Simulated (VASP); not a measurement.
## ZrTiGe2 with RPBE + D3: from relaxation to properties

Wanted: the relaxed cell of ZrTiGe2 and its properties. The steps: rough relaxation of the start cell, relaxing cell and atoms (RPBE + D3), single point with fields (RPBE + D3), bands along the symmetry lines (RPBE + D3), density of states (RPBE + D3), bands along the symmetry lines (r2SCAN) and vibrations at Γ (RPBE + D3). The cell is invented: it takes the structure of a Materials Project entry for ZrTiC2 (space group 166 there), with some of its atoms replaced by other elements, volume scaled by an estimate. It may not be a known or stable phase.

Program: VASP 6.6.1. Level of theory: RPBE with D3; plane waves and PAW (Zr_sv, Ge_d, Ti_sv), in the first sound run; inputs show where later runs differ. Results are calculated unless marked as measured.

Report form: the programs' logs are mostly left out.

## Step 1: Set-up

Before any relaxation, the start is as follows. Symmetry: R-3m, No. 166, trigonal system. Conventional cell: a = 3.572 Å, b = 3.572 Å, c = 17.361 Å, α = 90.00°, β = 90.00°, γ = 120.00°. Zr has 6 Ge at 2.58 Å nearest. Nearest to Ge lie 3 Ti at 2.46 Å and 3 Zr at 2.58 Å. Ti has 6 Ge at 2.46 Å nearest. It derives from ZrTiC2. it takes the structure of a Materials Project entry for ZrTiC2 (space group 166 there), with some of its atoms replaced by other elements, volume scaled by an estimate. Farther neighbours are not listed.

## Step 2: Rough relaxation of the start cell

The start is only an estimate, so a cheap relaxation brings it near a minimum before any careful run. RPBE by itself binds more weakly than PBE and expands cells. A dispersion term adds the long-range attraction that semilocal functionals lack. D3 makes the C6 coefficients depend on coordination; zero damping switches the term off at short range.

Input file INCAR:

```
SYSTEM = ZrTiGe2
PREC = Normal
ENCUT = 410
EDIFF = 1E-05
NELM = 60
ISMEAR = -1
SIGMA = 0.05
LREAL = .FALSE.
ALGO = Fast
GGA = RP
IVDW = 11
NBANDS = 32
LORBIT = 11
LWAVE = .FALSE.
LCHARG = .FALSE.
KPAR = 2
IBRION = 2
NSW = 40
ISIF = 3
EDIFFG = -0.04
```

Input file POSCAR:

```
ZrTiGe2
1.0
    1.7862480000      1.0312910000      5.7869360000
   -1.7862480000      1.0312910000      5.7869360000
    0.0000000000     -2.0625810000      5.7869360000
Zr Ge Ti
1 2 1
Direct
    0.0000000000      0.0000000000      0.0000000000
    0.2443510000      0.2443510000      0.2443510000
    0.7556490000      0.7556490000      0.7556490000
    0.5000000000      0.5000000000      0.5000000000
```

Input file KPOINTS:

```
Automatic mesh
0
Gamma
5 5 5
0 0 0
```

Potentials, in the order of the species: Zr_sv, Ge_d and Ti_sv (PBE family, release 64).

The run is started by

```
$ mpirun -np 2 vasp_std
```

Elapsed: 3.3 min, on 2 MPI ranks of Intel Xeon 6975P-C (Granite Rapids), shared host; peak memory 0.38 GiB; 6.5 min of CPU time.

The k-mesh is coarse for a metal. This relaxation is a rough one on cheap settings, only to bring the start near its minimum. The PAW data sets were made with PBE, which is usual practice but a small mismatch for other functionals. After so large a change of volume the plane waves of the start cell no longer fit, so the final stress carries a basis-set error. Dispersion corrections of this kind ignore metallic screening and tend to overbind metals. The run keeps the 12 symmetry operations of its start, so it cannot find a distortion of lower symmetry.

The steps of the relaxation:

```csv
step,energy less that of the first step (eV),largest force (eV/Å),pressure (GPa),volume (Å³)
1,0.0000,0.2541,24.46,63.96
2,-0.1120,0.3359,-13.40,89.32
3,-0.7608,0.0558,-0.76,75.78
4,-0.7700,0.0399,-0.03,75.37
5,-0.7774,0.0022,0.02,75.36
6,-0.7844,0.0433,0.02,75.34
7,-0.7899,0.1225,0.04,75.26
8,-0.7899,0.1067,-0.04,75.28
9,-0.7900,0.1159,0.02,75.27
10,-0.7911,0.0161,-0.15,75.32
```

```csv
"conventional cell, symmetrised",before,after,change
a (Å),3.572,3.857,+8.0 %
b (Å),3.572,3.857,+8.0 %
c (Å),17.361,17.542,+1.0 %
volume (Å³/atom),15.99,18.83,+17.8 %
```

Final coordinates:

```xyz
4
Lattice="1.9283 1.1133 5.8474 -1.9283 1.1133 5.8474 0.0000 -2.2266 5.8474" Properties=species:S:1:pos:R:3 pbc="T T T"
Zr    0.0000    0.0000    0.0000
Ge    0.0000    0.0000    4.2795
Ge    0.0000    0.0000   13.2628
Ti    0.0000    0.0000    8.7711
```

Numbers from this step:

* electrons: 52
* bands: 32
* irreducible k-points: 19
* symmetry operations: 12
* free energy (TOTEN): -28.14 eV
* energy at zero smearing: -28.14 eV
* Fermi energy: 8.107 eV
* pressure: -0.1543 GPa
* metallic: yes
* SCF cycles over all ionic steps: 258

It ends with a largest force of 0.016 eV/Å and a pressure of -0.15 GPa.

## Step 3: Relaxing cell and atoms (RPBE + D3)

Properties are meant for the cell that this level of theory prefers, so cell and atoms are relaxed first (ISIF = 3) until forces and stress are small; EDIFFG sets the threshold.

Input file INCAR:

```
SYSTEM = ZrTiGe2
PREC = Accurate
ENCUT = 410
EDIFF = 1E-06
NELM = 100
ISMEAR = -1
SIGMA = 0.05
LREAL = .FALSE.
ALGO = Normal
GGA = RP
IVDW = 11
NBANDS = 32
LORBIT = 11
LWAVE = .FALSE.
LCHARG = .FALSE.
KPAR = 2
IBRION = 2
NSW = 60
ISIF = 3
EDIFFG = -0.01
```

Input file POSCAR:

```
ZrTiGe2
1.0
    1.9282629857      1.1132833963      5.8474275111
   -1.9282629857      1.1132833963      5.8474275111
    0.0000000000     -2.2265657030      5.8474275099
Zr Ge Ti
1 2 1
Direct
    0.0000000000      0.0000000000      0.0000000000
    0.2439552351      0.2439552351      0.2439552351
    0.7560447649      0.7560447649      0.7560447649
    0.5000000000      0.5000000000      0.5000000000
```

Input file KPOINTS:

```
Automatic mesh
0
Gamma
6 6 6
0 0 0
```

The run is started by

```
$ mpirun -np 2 vasp_std
```

Elapsed: 3.3 min, on 2 MPI ranks; peak memory 0.62 GiB.

The steps of the relaxation:

```csv
step,energy less that of the first step (eV),largest force (eV/Å),pressure (GPa),volume (Å³)
1,0.0000,0.0116,-0.13,75.32
2,-0.0008,0.0039,0.15,75.15
3,-0.0011,0.0045,0.40,75.00
4,-0.0015,0.0127,0.23,75.13
5,-0.0017,0.0222,0.02,75.29
6,-0.0017,0.0216,0.02,75.28
7,-0.0017,0.0152,-0.06,75.30
8,-0.0017,0.0093,-0.07,75.31
```

```csv
"conventional cell, symmetrised",before,after,change
a (Å),3.857,3.838,-0.5 %
b (Å),3.857,3.838,-0.5 %
c (Å),17.542,17.714,+1.0 %
volume (Å³/atom),18.83,18.83,-0.0 %
```

Final coordinates:

```xyz
4
Lattice="1.9188 1.1078 5.9046 -1.9188 1.1078 5.9046 0.0000 -2.2156 5.9046" Properties=species:S:1:pos:R:3 pbc="T T T"
Zr    0.0000    0.0000    0.0000
Ge    0.0000    0.0000    4.3210
Ge    0.0000    0.0000   13.3930
Ti    0.0000    0.0000    8.8570
```

This step gave:

| Quantity | Value |
| --- | --- |
| irreducible k-points | 32 |
| free energy (TOTEN) | -28.18 eV |
| energy at zero smearing | -28.18 eV |
| Fermi energy | 8.078 eV |
| pressure | -0.07157 GPa |
| SCF cycles over all ionic steps | 59 |

It ends with a largest force of 0.009 eV/Å and a pressure of -0.07 GPa.

## Step 4: Single point with fields (RPBE + D3)

A single point on the relaxed cell gives a clean self-consistent state, with density, ELF and potential written out.

INCAR, as its differences from that of step 3:

```diff
@@ -14,7 +14,5 @@
 LWAVE = .FALSE.
-LCHARG = .FALSE.
-KPAR = 2
-IBRION = 2
-NSW = 60
-ISIF = 3
-EDIFFG = -0.01
+LCHARG = .TRUE.
+ISIF = 2
+LELF = .TRUE.
+LVHAR = .TRUE.
```

Input file POSCAR:

```
ZrTiGe2
1.0
    1.9187872155      1.1078125613      5.9046388265
   -1.9187872155      1.1078125613      5.9046388265
    0.0000000000     -2.2156240278      5.9046388233
Zr Ge Ti
1 2 1
Direct
    0.0000000000      0.0000000000      0.0000000000
    0.2439297209      0.2439297209      0.2439297209
    0.7560702791      0.7560702791      0.7560702791
    0.5000000000      0.5000000000      0.5000000000
```

KPOINTS is that of step 3.

The run is started by

```
$ mpirun -np 2 vasp_std
```

It took 42 s on 2 MPI ranks; peak memory 0.41 GiB; 83 s of CPU time.

Numbers from this step:

```
SCF cycles : 14
pressure   : -0.05147 GPa
```

Valence electrons inside each PAW sphere by angular momentum. Sphere charges, by row:

```csv
atom,s (e),p (e),d (e),tot (e)
Zr1,2.147,5.98,1.666,9.793
Ge2,1.161,1.373,10.01,12.54
Ge3,1.161,1.373,10.01,12.54
Ti4,2.156,6.111,1.943,10.21
```

ELF in the ac plane of the conventional cell at fractional y = 0.000, with atoms of Zr and Ge and Ti within 0.2 Å of it. It is the smooth field of the valence electrons, not physical close to the nuclei.

Ten even steps from '_' (0.07) to '@' (0.80), each cell a mean:
```
%%%%##--..::==++--::..++%%%%
......--++**********==::....
__..::==************++--::..
----::::::..........::::::--
==++++++--..______::==++++++
..::==****++--::==****++--..
--==++**++--....::==****++--
**++++--..________..::==++++
::::::......::::::......::::
....--==******++****++==::..
......--++**********==::....
@@%%++....--==++==::__::**@@
%%**==....==++++++--..::++##
____..==**##********++--..__
..::--==++++++++++++==--::..
----::..................::--
****++==::..______..--++****
::--++****==::::--++****==::
::::++****++::::--****++==::
++++++==::________..--++++++
::::::::::::------::::::::::
__..::==**************==::__
----::::==********++--::::--
%%@@%%==....--==--..::**@@@@
```
Columns run along a (3.8 Å), rows up along c (17.7 Å), edges of the conventional cell, whose origin can differ from the input's. Atoms in or near the plane, at fractional coordinates: Zr at (0.00, 0.00), Ge at (0.00, 0.24), Ge at (0.00, 0.76), Ti at (0.00, 0.50).

Electrostatic potential energy in the ac plane of the conventional cell at fractional y = 0.000, with atoms of Zr and Ge and Ti within 0.2 Å of it. With pseudopotentials it is smooth inside the atoms' cores, unlike the true potential.

Values in eV, 24 rows by 14 columns, each cell a mean:
```
-54 -51 -40 -19  -5  -1   1   1   0  -2  -9 -28 -46 -53
-11  -8  -4  -2  -1  -1  -1  -1  -1  -1  -1  -3  -6 -10
  3   3   2   2   0  -2  -3  -3  -2  -1   1   2   2   3
  2   2   2   1  -1  -3  -4  -4  -3  -2   0   2   2   2
-17 -14  -7  -2  -1  -2  -2  -3  -2  -1  -1  -4 -10 -16
-55 -51 -36 -15  -2   0   1   1   1   0  -5 -25 -43 -54
-41 -35 -23  -8  -2  -1   0   0   0  -1  -3 -14 -28 -38
 -1  -1   0  -1  -2  -4  -6  -7  -5  -3  -1   0   0  -1
  3   3   2   1  -2  -3  -5  -6  -4  -3  -1   1   3   3
  2   2   2   2   0  -2  -3  -3  -2  -1   1   2   2   2
-14 -11  -5  -2  -1  -1  -1  -1  -1  -1  -1  -3  -7 -12
-55 -52 -38 -15  -3   0   1   1   1  -1  -6 -25 -45 -54
-50 -45 -31 -11  -3   0   1   1   0  -1  -5 -19 -37 -48
 -6  -4  -2   0   0  -1  -2  -2  -1  -1   0  -1  -3  -5
  3   3   3   2   0  -2  -3  -3  -3  -1   1   2   3   3
  3   3   2   0  -2  -4  -6  -7  -5  -3  -1   1   2   3
 -6  -5  -2  -1  -2  -3  -5  -5  -4  -3  -1  -1  -3  -5
-49 -44 -30 -11  -2   0   0   0   0   0  -4 -19 -36 -47
-51 -46 -32 -12  -2   0   1   1   0   0  -4 -21 -38 -49
 -8  -6  -3  -1  -1  -2  -3  -3  -3  -2  -1  -1  -4  -7
  3   3   2   1   0  -2  -4  -4  -3  -2   0   2   3   3
  2   2   2   1   0  -1  -2  -3  -2  -1   1   2   2   2
-21 -17 -10  -4  -1  -1   0   0  -1  -1  -2  -6 -13 -19
-57 -55 -47 -24  -6  -1   1   2   0  -2 -12 -35 -52 -56
```
Columns run along a (3.8 Å; values clipped at the 3rd and 97th percentile), rows up along c (17.7 Å), edges of the conventional cell, whose origin can differ from the input's. Atoms in or near the plane, at fractional coordinates: Zr at (0.00, 0.00), Ge at (0.00, 0.24), Ge at (0.00, 0.76), Ti at (0.00, 0.50).

Valence density in the ac plane of the conventional cell at fractional y = 0.000, with atoms of Zr and Ge and Ti within 0.2 Å of it. It is the smooth field of the valence electrons, not physical close to the nuclei.

Ten steps, logarithmic in the rise over the least value, from '_' (0 e/Å³) to '@' (14 e/Å³), each cell a mean:
```
##**++--....____....::==**##
::::......................::
________....::::::....______
__________..........________
==--::......______....::--==
@@@@**--::..______..::==##@@
%%##++::....______..::--**##
............................
________....::::....________
________....::::::....______
--::....................::::
@@%%**--..............==##%%
%%##++::..............--**##
............::::............
________....::::......______
________....::::....________
::::......................::
@@%%**--....______..::==##%%
@@%%**--....______..::==##@@
::::....................::::
________............________
________....::::::....______
----::..................::--
####**--....______..::==**##
```
Columns run along a (3.8 Å), rows up along c (17.7 Å), edges of the conventional cell, whose origin can differ from the input's. Atoms in or near the plane, at fractional coordinates: Zr at (0.00, 0.00), Ge at (0.00, 0.24), Ge at (0.00, 0.76), Ti at (0.00, 0.50).

In this run the pressure is -0.05 GPa, small enough to go on.

## Step 5: Bands along the symmetry lines (RPBE + D3)

Levels along the symmetry lines show where the bands peak and cross; KPOINTS_OPT computes them in the converged potential.

Input file INCAR:

```
SYSTEM = ZrTiGe2
PREC = Accurate
ENCUT = 410
EDIFF = 1E-06
NELM = 100
ISMEAR = -1
SIGMA = 0.05
LREAL = .FALSE.
ALGO = Normal
GGA = RP
IVDW = 11
NBANDS = 40
LORBIT = 11
LWAVE = .FALSE.
LCHARG = .FALSE.
KPAR = 2
```

POSCAR is that of step 4.

KPOINTS is that of step 4.

Input file KPOINTS_OPT:

```
Line mode
16
Line-mode
Reciprocal
  0.00000000   0.00000000   0.00000000 GAMMA
  0.50000000   0.00000000   0.00000000 L

  0.50000000   0.00000000   0.00000000 L
  0.50000000   0.19013349  -0.19013349 B1

  0.80986651   0.50000000   0.19013349 B
  0.50000000   0.50000000   0.50000000 Z

  0.50000000   0.50000000   0.50000000 Z
  0.00000000   0.00000000   0.00000000 GAMMA

  0.00000000   0.00000000   0.00000000 GAMMA
  0.34506675   0.00000000  -0.34506675 X

  0.65493325   0.34506675   0.00000000 Q
  0.50000000   0.50000000   0.00000000 F

  0.50000000   0.50000000   0.00000000 F
  0.65493325   0.65493325   0.19013349 P1

  0.65493325   0.65493325   0.19013349 P1
  0.50000000   0.50000000   0.50000000 Z

  0.50000000   0.00000000   0.00000000 L
  0.80986651   0.34506675   0.34506675 P
```

The run is started by

```
$ mpirun -np 2 vasp_std
```

It took 3 min on 2 MPI ranks; peak memory 0.66 GiB; 6 min of CPU time.

Spin-orbit coupling is off here; it would split degenerate levels.

This step gave:

| Item | Value |
| --- | --- |
| bands | 40 |
| pressure | -0.02098 GPa |

The electronic bands at the labelled points (eV, zero at the Fermi level; # counts the bands kept):

```csv
point,#5,#6,#7,#8,#9,#10,#11,#12
Γ,-2.29,-0.06,-0.06,0.38,0.69,0.69,2.00,2.00
0.53 of the way,-2.16,-1.91,-1.20,-0.82,0.53,1.01,1.58,1.76
L,-2.67,-2.01,-1.63,-1.29,0.92,1.23,1.25,1.50
0.47 of the way,-2.63,-2.53,-1.65,-1.53,1.13,1.29,1.52,1.86
B1,-2.84,-2.57,-1.36,-1.26,0.70,1.20,1.41,2.11
jump to B,-2.84,-2.57,-1.36,-1.26,0.70,1.20,1.41,2.11
0.47 of the way,-1.99,-1.69,-1.08,-1.08,0.34,0.63,1.56,1.70
Z,-1.43,-1.43,-1.24,-1.24,0.57,0.57,1.12,1.12
0.47 of the way,-2.01,-0.37,-0.37,-0.31,0.28,0.28,1.59,1.59
Γ,-2.29,-0.06,-0.06,0.38,0.69,0.69,2.00,2.00
0.47 of the way,-2.26,-1.91,-1.49,-1.08,0.64,1.16,1.72,1.76
X,-2.97,-2.54,-1.54,-1.19,0.70,1.31,1.42,2.09
jump to Q,-2.97,-2.54,-1.54,-1.19,0.70,1.31,1.42,2.09
0.47 of the way,-2.44,-2.26,-1.58,-0.46,0.11,1.29,1.35,2.19
F,-2.10,-1.71,-1.53,-0.17,0.55,1.10,1.41,1.65
0.47 of the way,-2.09,-1.73,-1.55,-0.22,0.52,1.11,1.42,1.69
P1,-2.05,-1.81,-1.60,-0.37,0.46,1.12,1.44,1.84
0.53 of the way,-1.72,-1.57,-1.22,-0.81,0.11,0.70,1.35,1.62
Z,-1.43,-1.43,-1.24,-1.24,0.57,0.57,1.12,1.12
jump to L,-2.67,-2.01,-1.63,-1.29,0.92,1.23,1.25,1.50
0.53 of the way,-2.18,-1.90,-1.88,-0.87,0.58,1.21,1.43,1.74
P,-2.05,-1.81,-1.60,-0.37,0.46,1.12,1.44,1.84
```

Of the projections kept (Zr, Ge, Ti), the largest for each band there; the rest of the weight can lie on other orbitals:

```csv
point,#5,#6,#7,#8,#9,#10,#11,#12
Γ,Ge 0.38,Ti 0.61,Ti 0.61,Ti 0.61,Ti 0.54,Ti 0.54,Zr 0.58,Zr 0.58
L,Zr 0.48,Ti 0.51,Zr 0.48,Ti 0.62,Ti 0.84,Zr 0.75,Ti 0.99,Ti 0.95
B1,Ge 0.54,Ge 0.49,Ge 0.41,Ti 0.44,Ti 0.81,Ti 0.59,Ti 0.89,Zr 0.66
B,Ge 0.54,Ge 0.49,Ge 0.41,Ti 0.44,Ti 0.81,Ti 0.59,Ti 0.89,Zr 0.66
Z,Ti 0.67,Ti 0.67,Zr 0.63,Zr 0.63,Ti 0.96,Ti 0.96,Zr 0.93,Zr 0.93
Γ,Ge 0.38,Ti 0.61,Ti 0.61,Ti 0.61,Ti 0.54,Ti 0.54,Zr 0.58,Zr 0.58
```

There is no gap at this level.

## Step 6: Density of states (RPBE + D3)

A density of states needs more k-points than a total energy; ISMEAR = -5 takes tetrahedra, and LORBIT projects the states on the PAW spheres. The mesh is finer than in the run before.

INCAR, as its differences from that of step 5:

```diff
@@ -5,3 +5,3 @@
 NELM = 100
-ISMEAR = -1
+ISMEAR = -5
 SIGMA = 0.05
@@ -16 +16,2 @@
 KPAR = 2
+NEDOS = 2001
```

POSCAR is that of step 5.

Input file KPOINTS:

```
Automatic mesh
0
Gamma
9 9 9
0 0 0
```

The run is started by

```
$ mpirun -np 2 vasp_std
```

Run time: 2.4 min. Hardware: 2 MPI ranks; peak memory 0.72 GiB.

With tetrahedra the forces and stress of a metal are not exact derivatives of the energy.

Numbers from this step:

| Item | Value |
| --- | --- |
| SCF cycles | 15 |
| irreducible k-points | 85 |
| free energy (TOTEN) | -28.17 eV |
| Fermi energy | 8.111 eV |
| pressure | 0.03617 GPa |
| DOS at the Fermi level | 0.6012 states/eV/cell |

The density of states has structure finer than the step of the table below, so its rows give means over 0.5 eV, whole bins alone (the curve runs from -12.0 to 2.72 eV). Peaks (eV: height): total -8.00: 7.74, -1.74: 6.06, 1.33: 13.0, 2.05: 6.89; Ti d -1.52: 1.37, 1.33: 8.71, 2.05: 2.20; Zr d -1.52: 0.968, 1.15: 1.59, 2.05: 2.78, 2.42: 1.46; Ge p -3.28: 1.00, -1.93: 1.13, -1.74: 1.40, -1.52: 1.29; Ge s -8.00: 4.58.

States under -12.0 eV and over 2.7 eV are left out. Table of density of states by energy, zero at the Fermi level; means over each step; values in states/eV/cell:

```csv
energy (eV),total,Ti d,Zr d,Ge p,Ge s,Ti s,Zr s
-11.0,0,0,0,0,0,0,0
-10.5,0.136,4.9e-5,0,5.2e-4,0.0628,0.00589,0.00491
-10.0,0.459,4.4e-4,7.2e-4,0.00381,0.216,0.0187,0.0133
-9.5,0.707,0.00159,0.00446,0.00771,0.345,0.0257,0.0139
-9.0,1.08,0.00603,0.0165,0.0118,0.554,0.0238,0.0198
-8.5,2.17,0.0332,0.0640,0.0156,1.20,0.0193,0.0281
-8.0,3.35,0.103,0.0960,0.0106,1.96,0.00929,0.0159
-7.5,0.0702,7.8e-4,0.00110,1.9e-4,0.0422,6.5e-5,1.4e-4
-7.0,0,0,0,0,0,0,0
-6.5,0,0,0,0,0,0,0
-6.0,0,0,0,0,0,0,0
-5.5,0,0,0,0,0,0,0
-5.0,0.109,0.00495,0.00617,0.0250,0.00154,0.00519,0.00534
-4.5,0.742,0.0376,0.0444,0.171,0.0133,0.0301,0.0329
-4.0,1.85,0.107,0.134,0.435,0.0409,0.0641,0.0649
-3.5,3.06,0.165,0.240,0.767,0.0699,0.0679,0.0551
-3.0,1.77,0.141,0.150,0.430,0.0355,0.0194,0.0168
-2.5,3.29,0.377,0.428,0.740,0.0275,0.0169,0.0135
-2.0,4.41,0.816,0.692,0.973,0.0166,0.00986,0.0129
-1.5,4.70,1.08,0.778,1.04,0.0181,0.00903,0.0166
-1.0,2.55,0.617,0.415,0.546,0.00823,0.00489,0.00595
-0.5,1.40,0.349,0.228,0.279,0.00301,0.00184,0.00177
0.0,0.973,0.341,0.167,0.113,0.00222,0.00159,9.4e-4
0.5,2.82,1.21,0.420,0.253,0.00989,0.0155,0.00681
1.0,4.49,2.45,0.752,0.177,0.0137,0.0180,0.0121
1.5,4.98,2.83,0.867,0.171,0.0186,0.0426,0.0139
2.0,4.04,1.57,1.36,0.172,0.0488,0.0244,0.0333
```

The finer mesh and the other smearing move the Fermi level by +0.03 eV from the 6×6×6 run, a small shift, which tests the Fermi level alone. Of the states within 0.3 eV of the Fermi level, the largest shares in the PAW spheres are Ti d 35 %, Zr d 17 % and Ge p 12 %. The rest lies in smaller channels or between the spheres.

[end of part 1 of 2]

[Lines on the potential files, build, host, timing and source positions are cut from VASP's logs without a mark.]

[Logs are printed without paths, hosts, clocks, repeated set-up lines and the standing remarks that a program may print on its own settings, such as how far it seeks lower states.]

[Hosts, paths, dates, database ids (printed as entryN), source tags and the programs' standing remarks are cut or masked in the printed files.]

[A measured line is paired with the nearest computed mode of its activity, which favours agreement.]
